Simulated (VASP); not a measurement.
These are RPBE GGA, VASP's PBE PAW potentials (set 64) (plane waves; VASP) values and carry that method's errors.

Input for VASP

### INCAR
```
SYSTEM = CsPbBr3
PREC = Accurate; ENCUT = 520; LREAL = F
LASPH = T
EDIFF = 1E-6; NELM = 100; ALGO = Normal
LMAXMIX = 4
ISMEAR = 0; SIGMA = 0.05
GGA = RP
IBRION = 2; NSW = 60; ISIF = 3
EDIFFG = -0.02
LWAVE = F; LCHARG = F
```

**POSCAR**
```
CsPbBr3
1.0
  6.1124814032   0.0000000000   0.0000000000
  0.0000000000   6.1124814032   0.0000000000
  0.0000000000   0.0000000000   6.1124814032
Cs Pb Br
1 1 3
Cart
  0.0000000000   0.0000000000   0.0000000000
  3.0562407016   3.0562407016   3.0562407016
  3.0562407016   0.0000000000   3.0562407016
  0.0000000000   3.0562407016   3.0562407016
  3.0562407016   3.0562407016   0.0000000000
```

**KPOINTS**
```
Regular mesh
0
gamma
 4 4 4
0 0 0
```

POTCAR, in this order: Cs_sv Pb_d Br (PBE.64 set). Program: vasp_std.

Unless said otherwise, spin-orbit coupling is left out, though it shifts the bands of the heavy elements here.

Task: Estimate the energy per atom (σ→0), volume per atom, band gap (on the k-mesh).

Result: 
```
Property                           Value
------------------------  --------------
energy per atom (σ→0)     -2.984 eV/atom
band gap (on the k-mesh)         2.09 eV
volume per atom            46.29 Å³/atom
```

### OSZICAR
```
...
       N       E                     dE             d eps       ncg     rms          rms(c)
DAV:   1    -0.149258177588E+02   -0.55420E-02   -0.14504E-01   672   0.382E+00    0.370E-01
DAV:   2    -0.149213958305E+02    0.44219E-02   -0.84015E-03   638   0.882E-01    0.139E-01
DAV:   3    -0.149205499397E+02    0.84589E-03   -0.35179E-03   672   0.530E-01    0.441E-02
DAV:   4    -0.149205342974E+02    0.15642E-04   -0.68503E-05   604   0.542E-02    0.208E-02
DAV:   5    -0.149205269183E+02    0.73791E-05   -0.19583E-05   612   0.377E-02    0.619E-03
DAV:   6    -0.149205264424E+02    0.47588E-06   -0.16165E-06   348   0.151E-02
   3 F= -.14920526E+02 E0= -.14920526E+02  d E =-.223660E-02
```

The compound is CsPbBr3 in the cubic perovskite structure, the ideal cubic form; the compound distorts at low or room temperature. This run relaxes it. Symmetry was kept, so distortions that lower it aren't found. The start is the result of an earlier pass.
